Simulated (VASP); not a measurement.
Wanted: the native input for a VASP 6.6.1 run.

```yaml
Task: single point
Functional: PBE
Potentials_or_basis: VASP PAW PBE potentials, release 64 (Be, Li_sv)
Cutoff: 520 eV
k_mesh: 5 × 5 × 1
Occupations: gaussian, width 0.1 eV
Spin: no spin polarisation
Dipole_correction: no
Further_INCAR_settings: LREAL = Auto; ALGO = Fast; EDIFF = 1e-07; NBANDS = 32
```

The structure of LiBe16 lies in POSCAR:

```
LiBe16
1.0
    4.5800000000      0.0000000000      0.0000000000
    2.2900000000      3.9663960000      0.0000000000
    0.0000000000      0.0000000000     18.3826450000
Be Li
16 1
Direct
   -0.1666666667      0.3333333333      0.0543990813
    0.3333333333      0.3333333333      0.0543990813
   -0.1666666667      0.8333333333      0.0543990813
    0.3333333333      0.8333333333      0.0543990813
   -0.0000284270     -0.0006789539      0.1560454983
    0.5011302482     -0.0010203217      0.1559827217
   -0.0005753209      0.5009353579      0.1556560005
    0.5002010748      0.5002952302      0.1546711586
   -0.1636593520      0.3313352978      0.2555378728
    0.3331767309      0.3331792892      0.2544021277
   -0.1671662799      0.8338539571      0.2572064031
    0.3324977281      0.8351914433      0.2553878944
    0.0006452984     -0.0015464921      0.3594667688
    0.4988013965      0.0011509189      0.3594708487
    0.0006623245      0.4986246961      0.3558627173
    0.5038266274      0.4990288413      0.3481765546
    0.3444310467      0.4990003520      0.4631479855
```

The cell was built by a generator and needn't be a form met in nature.

The input as run:

INCAR

```
SYSTEM = LiBe16
ALGO = Fast
EDIFF = 1E-7
ENCUT = 520
GGA = PE
ISIF = 2
ISMEAR = 0
LASPH = .TRUE.
LCHARG = .FALSE.
LREAL = Auto
LWAVE = .FALSE.
NBANDS = 32
NELM = 100
PREC = Accurate
SIGMA = 0.1
```

KPOINTS

```
k-points
0
G
  5 5 1
  0 0 0
```

Potentials or basis: VASP PAW PBE potentials, release 64 (Be, Li_sv).

Command:

```bash
$ cat potpaw_PBE.64/Be/POTCAR potpaw_PBE.64/Li_sv/POTCAR > POTCAR
$ mpirun -np 1 vasp_std > vasp.out
```

Results of the run:

```
Largest force          : 0.063 eV/Å
Band gap on the k mesh : none (metal or under the smearing width)
```

It took 5.9 min on 1 thread of Intel(R) Xeon(R) Platinum 8488C (Sapphire Rapids), on a shared host, peak memory 0.44 GiB.
